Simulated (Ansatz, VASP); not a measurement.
**MgSc2C2: VASP beside Ansatz**

File INCAR:

```
SYSTEM = MgSc2C2
PREC = Accurate
ENCUT = 520
EDIFF = 1E-6
ISMEAR = 0
SIGMA = 0.1
LREAL = .FALSE.
LASPH = .TRUE.
NELM = 100
ALGO = Normal
ISIF = 2
LWAVE = .FALSE.
LCHARG = .FALSE.
GGA = PE
NBANDS = 24
```

File KPOINTS:

```
Automatic mesh
0
G
  4 4 4
  0 0 0
```

Contents of POSCAR:

```
MgSc2C2
1.0
    4.3072210700      0.0000000000      0.0000000000
    0.0000000000      4.3072210700      0.0000000000
    0.0000000000      0.0000000000      4.6684894800
Mg Sc C
1 2 2
Direct
    0.0000000000      0.0000000000      0.5000000000
    0.0000000000      0.5000000000      0.0000000000
    0.5000000000      0.0000000000      0.0000000000
    0.0000000000      0.5000000000      0.5000000000
    0.5000000000      0.0000000000      0.5000000000
```

Input for Ansatz:

```yaml
crystal:
  lattice:
    - [4.30722107, 0.0, 0.0]
    - [0.0, 4.30722107, 0.0]
    - [0.0, 0.0, 4.66848948]
  atoms:
    - { symbol: Mg, position: [0.0, 0.0, 0.5] }
    - { symbol: Sc, position: [0.0, 0.5, 0.0] }
    - { symbol: Sc, position: [0.5, 0.0, 0.0] }
    - { symbol: C, position: [0.0, 0.5, 0.5] }
    - { symbol: C, position: [0.5, 0.0, 0.5] }
basis:
  ecutwfc: 420
kpoints:
  mp_grid: { grid: [4, 4, 4] }
hamiltonian:
  xc: pbe
scf:
  occupations: { method: gaussian, width: 0.1 }
  lower_state_search: "off"
output:
  forces: true
  stress: true
  eigenvalues: true
```

Alike in both runs: task single point; functional PBE; k mesh 4 × 4 × 4; occupations gaussian, width 0.1 eV; no spin polarisation.

|  | VASP | Ansatz |
| --- | --- | --- |
| version | VASP 6.6.1 | Ansatz 0.2.0 |
| potentials or method | VASP PAW PBE potentials, release 64 (Mg, Sc_sv, C) | scalar-relativistic, plane waves, PAW |
| plane-wave cutoff (eV) | 520 | 420 |
| valence electrons in the cell | 32 | 40 |

```tsv
	VASP	Ansatz	Ansatz less VASP
gap on the k mesh at the Fermi level (eV)	none	none	-
pressure (GPa)	0.3	0.2	-0.12
largest component of the traceless stress (GPa)	12.47	12.73	+0.264
```

A gap of «none» marks a metal or a gap that the smearing closes. The functional is the same, so the differences come from potentials, cutoffs and numerics. The two sets of potentials don't hold the same shells in valence.

Caveats: the k mesh is coarse (spacing up to 0.36 Å⁻¹), so the values aren't converged.
